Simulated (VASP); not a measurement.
# A VASP study of FeSi2 (Linzhiite) (optB86b-vdW + U): structure first, properties next, part 3 of 12

What structure does FeSi2 (Linzhiite) take at this level, and what are its properties? The start is a cell from a database of measured crystal structures.

VASP 6.6.1, plane waves and PAW; the level of theory is named at each step.

Still holding for the runs below: A U on the itinerant d states of such a compound is hard to justify; it moves the bands at the Fermi level and favours large moments.

So far, pressure (GPa): step 2 (magnetic order: ferromagnetic) 12.1; step 3 (magnetic order: antiferromagnetic, q = (0, 0, 1/2)) 11.2.

### 4. Magnetic order: antiferromagnetic, q = (1/2, 1/2, 1/2)

Level of this step: optB86b-vdW, DFT+U (Fe d 5 eV), spin-polarised from an antiferromagnetic start; plane waves and PAW (Fe, Si) (VASP).

Next, a pattern with opposite moments, which needs a doubled cell; q is given in the reciprocal vectors of the primitive cell.

The input, INCAR:

```
SYSTEM = FeSi2
PREC = Accurate
ENCUT = 400
EDIFF = 1E-06
NELM = 100
ISMEAR = 0
SIGMA = 0.05
LREAL = .FALSE.
ALGO = Normal
GGA = MK
AGGAC = 0
LUSE_VDW = .TRUE.
PARAM1 = 0.1234
PARAM2 = 1
LASPH = .TRUE.
NBANDS = 25
ISPIN = 2
MAGMOM = 3 -3 0 0 0 0
LDAU = .TRUE.
LDAUTYPE = 2
LDAUL = 2 -1
LDAUU = 5 0
LDAUJ = 0 0
LDAUPRINT = 1
LMAXMIX = 4
LORBIT = 11
LWAVE = .FALSE.
LCHARG = .FALSE.
KPAR = 8
ISIF = 2
```

The input, POSCAR:

```
FeSi2
1.0
    5.3920000000      0.0000000000      0.0000000000
    2.6960000000      2.6960000000      0.0000000000
    2.6960000000      0.0000000000      5.1470000000
Fe Si
2 4
Direct
    0.0000000000      0.5000000000      0.0000000000
    0.5000000000      0.5000000000      0.0000000000
    0.8641500000      0.0000000000      0.2717000000
    0.3641500000      0.0000000000      0.2717000000
    0.6358500000      0.0000000000      0.7283000000
    0.1358500000      0.0000000000      0.7283000000
```

The input, KPOINTS:

```
Automatic mesh
0
Gamma
8 8 8
0 0 0
```

Potentials, in the order of the species: Fe and Si (PBE family, release 64).

Run with:

```sh
> mpirun -np 8 vasp_std
```

The program printed:

```text
[... set-up lines as in an earlier step ...]
 entering main loop
       N       E                     dE             d eps       ncg     rms          rms(c)
DAV:   1     0.177215410210E+03    0.17722E+03   -0.11046E+04  5900   0.106E+03
DAV:   2    -0.111051774337E+02   -0.18832E+03   -0.17550E+03  5903   0.258E+02
DAV:   3    -0.226275766035E+02   -0.11522E+02   -0.10906E+02  7830   0.763E+01
DAV:   4    -0.230200162374E+02   -0.39244E+00   -0.38993E+00  7413   0.134E+01
DAV:   5    -0.230356451845E+02   -0.15629E-01   -0.15617E-01  8440   0.257E+00    0.250E+01
DAV:   6    -0.258168445009E+02   -0.27812E+01   -0.33413E+01  8206   0.108E+02    0.214E+01
DAV:   7    -0.213434135609E+02    0.44734E+01   -0.17865E+01  7886   0.932E+01    0.886E+00
DAV:   8    -0.216252763215E+02   -0.28186E+00   -0.17927E+00  7859   0.818E+00    0.453E+00
DAV:   9    -0.216463317287E+02   -0.21055E-01   -0.22516E-01  9092   0.685E+00    0.142E+00
DAV:  10    -0.217032140292E+02   -0.56882E-01   -0.57035E-02 10219   0.306E+00    0.691E-01
DAV:  11    -0.217412288424E+02   -0.38015E-01   -0.36049E-02  9444   0.206E+00    0.335E-01
DAV:  12    -0.217474438031E+02   -0.62150E-02   -0.61007E-03  8794   0.102E+00    0.208E-01
DAV:  13    -0.217494344052E+02   -0.19906E-02   -0.18020E-03  9199   0.507E-01    0.902E-02
DAV:  14    -0.217500396297E+02   -0.60522E-03   -0.78468E-04  9426   0.315E-01    0.438E-02
DAV:  15    -0.217501048284E+02   -0.65199E-04   -0.98279E-05  8933   0.100E-01    0.235E-02
DAV:  16    -0.217501264482E+02   -0.21620E-04   -0.46703E-05  9729   0.840E-02    0.127E-02
DAV:  17    -0.217501307928E+02   -0.43446E-05   -0.84622E-06  8033   0.277E-02    0.392E-03
DAV:  18    -0.217501319782E+02   -0.11854E-05   -0.76950E-07  3723   0.119E-02    0.188E-03
DAV:  19    -0.217501321047E+02   -0.12652E-06   -0.28886E-07  3332   0.611E-03
   1 F= -.21750132E+02 E0= -.21749885E+02  d E =-.493466E-03  mag=    -0.0000
```

The job ended after 2.2 min (8 MPI ranks of Intel Xeon Platinum 8259CL at 2.50GHz (Skylake/Cascade Lake), shared host; peak memory 4.5 GiB; 18 min of CPU time).

OUTCAR, selected parts (step 4):

```text
  LATTYP: Found a body centered tetragonal cell.
 ALAT       =     3.8127197642
 C/A-ratio  =     2.6999099427

The static configuration has the point symmetry D_4h.

 Found     59 irreducible k-points:

   k-points           NKPTS =     59   k-points in BZ     NKDIM =     59   number of bands    NBANDS=     25

   dimension x,y,z NGX =    36 NGY =   28 NGZ =   40
   dimension x,y,z NGXF=    72 NGYF=   56 NGZF=   80

   ENCUT  =  400.0 eV  29.40 Ry    5.42 a.u.   8.79  6.22  9.48*2*pi/ulx,y,z

   NELECT =      32.0000    total number of electrons

atom =   1  type =  1  l = 2

 onsite density matrix

spin component  1

  0.8540 -0.0000 -0.0000 -0.0000 -0.0000
 -0.0000  0.8575  0.0000 -0.0000  0.0000
 -0.0000  0.0000  0.8631  0.0000 -0.0000
 -0.0000 -0.0000  0.0000  0.8575 -0.0000
 -0.0000  0.0000 -0.0000 -0.0000  0.8375

spin component  2

  0.7976  0.0000  0.0000 -0.0000  0.0000
  0.0000  0.6708  0.0000  0.0000 -0.0000
  0.0000  0.0000  0.2819  0.0000  0.0000
 -0.0000  0.0000  0.0000  0.6708 -0.0000
  0.0000 -0.0000  0.0000 -0.0000  0.1440

 occupancies and eigenvectors

  o =  0.1440  v =  0.0000  0.0000  0.0000  0.0000  0.0000  0.0000 -0.0000  0.0000  0.0000 -1.0000      0.0000  0.0000  0.0000  0.0000  0.0000  0.0000  0.0000  0.0000  0.0000  0.0000
  o =  0.2819  v =  0.0000  0.0000  0.0000  0.0000  0.0000  0.0000  0.0000  1.0000 -0.0000  0.0000      0.0000  0.0000  0.0000  0.0000  0.0000  0.0000  0.0000  0.0000  0.0000  0.0000
  o =  0.6708  v =  0.0000  0.0000  0.0000  0.0000  0.0000  0.0000  0.9941 -0.0000  0.1086 -0.0000      0.0000  0.0000  0.0000  0.0000  0.0000  0.0000  0.0000  0.0000  0.0000  0.0000
  o =  0.6708  v =  0.0000  0.0000  0.0000  0.0000  0.0000  0.0000 -0.1086  0.0000  0.9941  0.0000      0.0000  0.0000  0.0000  0.0000  0.0000  0.0000  0.0000  0.0000  0.0000  0.0000
  o =  0.7976  v =  0.0000  0.0000  0.0000  0.0000  0.0000  1.0000  0.0000  0.0000  0.0000  0.0000      0.0000  0.0000  0.0000  0.0000  0.0000  0.0000  0.0000  0.0000  0.0000  0.0000
  o =  0.8375  v =  0.0000 -0.0000  0.0000 -0.0000  1.0000  0.0000  0.0000  0.0000  0.0000  0.0000      0.0000  0.0000  0.0000  0.0000  0.0000  0.0000  0.0000  0.0000  0.0000  0.0000
  o =  0.8540  v =  1.0000  0.0000  0.0000  0.0000  0.0000  0.0000  0.0000  0.0000  0.0000  0.0000      0.0000  0.0000  0.0000  0.0000  0.0000  0.0000  0.0000  0.0000  0.0000  0.0000
  o =  0.8575  v =  0.0000 -0.1036  0.0000 -0.9946 -0.0000  0.0000  0.0000  0.0000  0.0000  0.0000      0.0000  0.0000  0.0000  0.0000  0.0000  0.0000  0.0000  0.0000  0.0000  0.0000
  o =  0.8575  v =  0.0000  0.9946  0.0000 -0.1036  0.0000  0.0000  0.0000  0.0000  0.0000  0.0000      0.0000  0.0000  0.0000  0.0000  0.0000  0.0000  0.0000  0.0000  0.0000  0.0000
  o =  0.8631  v =  0.0000  0.0000 -1.0000 -0.0000  0.0000  0.0000  0.0000  0.0000  0.0000  0.0000      0.0000  0.0000  0.0000  0.0000  0.0000  0.0000  0.0000  0.0000  0.0000  0.0000

atom =   2  type =  1  l = 2

 onsite density matrix

spin component  1

  0.7976  0.0000 -0.0000  0.0000  0.0000
  0.0000  0.6708  0.0000 -0.0000  0.0000
 -0.0000  0.0000  0.2819  0.0000 -0.0000
  0.0000 -0.0000  0.0000  0.6708 -0.0000
  0.0000  0.0000 -0.0000 -0.0000  0.1440

spin component  2

  0.8540 -0.0000  0.0000 -0.0000 -0.0000
 -0.0000  0.8575  0.0000  0.0000 -0.0000
  0.0000  0.0000  0.8631  0.0000  0.0000
 -0.0000  0.0000  0.0000  0.8575  0.0000
 -0.0000 -0.0000  0.0000  0.0000  0.8375

 occupancies and eigenvectors

  o =  0.1440  v =  0.0000  0.0000  0.0000  0.0000  1.0000  0.0000  0.0000  0.0000  0.0000  0.0000      0.0000  0.0000  0.0000  0.0000  0.0000  0.0000  0.0000  0.0000  0.0000  0.0000
  o =  0.2819  v =  0.0000 -0.0000  1.0000 -0.0000 -0.0000  0.0000  0.0000  0.0000  0.0000  0.0000      0.0000  0.0000  0.0000  0.0000  0.0000  0.0000  0.0000  0.0000  0.0000  0.0000
  o =  0.6708  v =  0.0000  0.7044  0.0000 -0.7098  0.0000  0.0000  0.0000  0.0000  0.0000  0.0000      0.0000  0.0000  0.0000  0.0000  0.0000  0.0000  0.0000  0.0000  0.0000  0.0000
  o =  0.6708  v =  0.0000 -0.7098 -0.0000 -0.7044 -0.0000  0.0000  0.0000  0.0000  0.0000  0.0000      0.0000  0.0000  0.0000  0.0000  0.0000  0.0000  0.0000  0.0000  0.0000  0.0000
  o =  0.7976  v =  1.0000  0.0000  0.0000  0.0000  0.0000  0.0000  0.0000  0.0000  0.0000  0.0000      0.0000  0.0000  0.0000  0.0000  0.0000  0.0000  0.0000  0.0000  0.0000  0.0000
  o =  0.8375  v =  0.0000  0.0000  0.0000  0.0000  0.0000  0.0000 -0.0000 -0.0000 -0.0000  1.0000      0.0000  0.0000  0.0000  0.0000  0.0000  0.0000  0.0000  0.0000  0.0000  0.0000
  o =  0.8540  v =  0.0000  0.0000  0.0000  0.0000  0.0000  1.0000  0.0000  0.0000  0.0000  0.0000      0.0000  0.0000  0.0000  0.0000  0.0000  0.0000  0.0000  0.0000  0.0000  0.0000
  o =  0.8575  v =  0.0000  0.0000  0.0000  0.0000  0.0000  0.0000 -0.9996  0.0000 -0.0287 -0.0000      0.0000  0.0000  0.0000  0.0000  0.0000  0.0000  0.0000  0.0000  0.0000  0.0000
  o =  0.8575  v =  0.0000  0.0000  0.0000  0.0000  0.0000  0.0000 -0.0287 -0.0000  0.9996  0.0000      0.0000  0.0000  0.0000  0.0000  0.0000  0.0000  0.0000  0.0000  0.0000  0.0000
  o =  0.8631  v =  0.0000  0.0000  0.0000  0.0000  0.0000  0.0000 -0.0000 -1.0000 -0.0000 -0.0000      0.0000  0.0000  0.0000  0.0000  0.0000  0.0000  0.0000  0.0000  0.0000  0.0000

 E-fermi :   9.9760

 spin component 1
 k-point     1 :       0.0000    0.0000    0.0000
  band No.  band energies     occupation
    ...
     11       6.5716      1.00000
     12       7.3238      1.00000
     13       7.3239      1.00000
     14       7.8665      1.00000
     15       9.7185      1.00000
     16       9.9778      0.47964
     17       9.9780      0.47791
     18      11.1218      0.00000
     19      11.5957      0.00000
     20      11.8799      0.00000
    ...

 k-point     2 :       0.1250    0.0000   -0.0000
  band No.  band energies     occupation
    ...
     12       7.2550      1.00000
     13       7.4216      1.00000
     14       7.7692      1.00000
     15       9.3935      1.00000
     16       9.8423      0.99992
     17      10.0939      0.00043
     18      11.3900      0.00000
     19      12.1321      0.00000
     20      12.3106      0.00000
     21      13.6556      0.00000
    ...

 k-point     3 :       0.2500    0.0000   -0.0000
  band No.  band energies     occupation
    ...
     12       7.1284      1.00000
     13       7.3902      1.00000
     14       7.7249      1.00000
     15       9.0340      1.00000
     16       9.8634      0.99928
     17      10.2862      0.00000
     18      10.9478      0.00000
     19      12.2790      0.00000
     20      12.6903      0.00000
     21      12.9010      0.00000
    ...

 k-point     4 :       0.3750    0.0000   -0.0000
  band No.  band energies     occupation
    ...
     13       7.3081      1.00000
     14       8.0391      1.00000
     15       9.1569      1.00000
     16       9.5570      1.00000
     17       9.8060      1.00000
     18      11.2788      0.00000
     19      11.5613      0.00000
     20      12.3901      0.00000
     21      12.4780      0.00000
     22      13.1521      0.00000
    ...

Total vdW correction in eV:      4.1208284

  Total        2.3891259      2.3891259      1.9524405      0.0000000      0.0000000      0.0000000
  in kB       51.1594283     51.1594283     41.8084876      0.0000000      0.0000000      0.0000000
  external PRESSURE =      48.0424480 kB  Pullay stress =       0.0000000 kB

  energy-cutoff  :      400.00
  volume of cell :       74.82
      direct lattice vectors                 reciprocal lattice vectors
     5.392000000  0.000000000  0.000000000     0.185459941 -0.185459941 -0.097143967
     2.696000000  2.696000000  0.000000000     0.000000000  0.370919881  0.000000000
     2.696000000  0.000000000  5.147000000     0.000000000  0.000000000  0.194287935

 POSITION                                       TOTAL-FORCE (eV/Angst)
 -----------------------------------------------------------------------------------
      1.34800      1.34800      0.00000        -0.000000      0.000000      0.000000
      4.04400      1.34800      0.00000         0.000000      0.000000      0.000000
      5.39200      0.00000      1.39844         0.000000     -0.000000      0.434151
      2.69600      0.00000      1.39844         0.000000     -0.000000      0.434151
      5.39200      0.00000      3.74856        -0.000000      0.000000     -0.434151
      2.69600      0.00000      3.74856        -0.000000      0.000000     -0.434151
 -----------------------------------------------------------------------------------
    total drift:                                0.000000      0.000000     -0.000000

  FREE ENERGIE OF THE ION-ELECTRON SYSTEM (eV)
  ---------------------------------------------------
  free  energy   TOTEN  =       -21.7501321047 eV

  energy  without entropy=      -21.7496386392  energy(sigma->0) =      -21.74988537

Total vdW correction in eV:      4.1208270

 total charge
# of ion       s       p       d       tot
------------------------------------------
    1        0.458   0.692   6.790   7.940
    2        0.458   0.692   6.790   7.940
    3        0.733   0.897   0.000   1.630
    4        0.733   0.897   0.000   1.630
    5        0.733   0.897   0.000   1.630
    6        0.733   0.897   0.000   1.630
--------------------------------------------------
tot          3.846   4.973  13.580  22.399

 magnetization (x)
# of ion       s       p       d       tot
------------------------------------------
    1        0.019   0.046   1.703   1.768
    2       -0.019  -0.046  -1.703  -1.768
    3        0.000   0.000   0.000   0.000
    4        0.000   0.000   0.000   0.000
    5        0.000   0.000   0.000   0.000
    6        0.000   0.000   0.000   0.000
--------------------------------------------------
tot          0.000   0.000   0.000   0.000

[... 1 part as in an earlier step ...]

[... 6 further parts left out ...]
```

At this level the cell is under a pressure of 4.8 GPa, so at these settings it is away from equilibrium.

This step gave:

* SCF cycles: 19
* irreducible k-points: 59
* free energy (TOTEN): -21.75 eV
* energy at zero smearing: -21.75 eV
* Fermi energy: 9.976 eV
* pressure: 4.804 GPa

Spin moment in the PAW sphere by atom:

| atom | spin moment in the PAW sphere (μB) |
| --- | --- |
| Fe1 | 1.77 |
| Fe2 | -1.77 |
| Si3 | 0.00 |
| Si4 | 0.00 |
| Si5 | 0.00 |
| Si6 | 0.00 |

Force by atom:

```csv
atom,x (eV/Å),y (eV/Å),z (eV/Å),size
Fe1,0.000,0.000,0.000,0.000
Fe2,0.000,0.000,0.000,0.000
Si3,0.000,0.000,0.434,0.434
Si4,0.000,0.000,0.434,0.434
Si5,0.000,0.000,-0.434,0.434
Si6,0.000,0.000,-0.434,0.434
```

The energy lies -31.4 meV an atom from the first pattern. The run ends antiferromagnetic with a largest moment of 1.77 μB, and the mesh shows no gap.

(Continued in part 4 of 12.)

[Lines on the potential files, build, host, timing and source positions are cut from VASP's logs without a mark.]

[Logs are printed without paths, hosts, clocks, repeated set-up lines and the standing remarks that a program may print on its own settings, such as how far it seeks lower states.]

[Hosts, paths, dates, database ids (printed as entryN), source tags and the programs' standing remarks are cut or masked in the printed files.]

[A measured line is paired with the nearest computed mode of its activity, which favours agreement.]
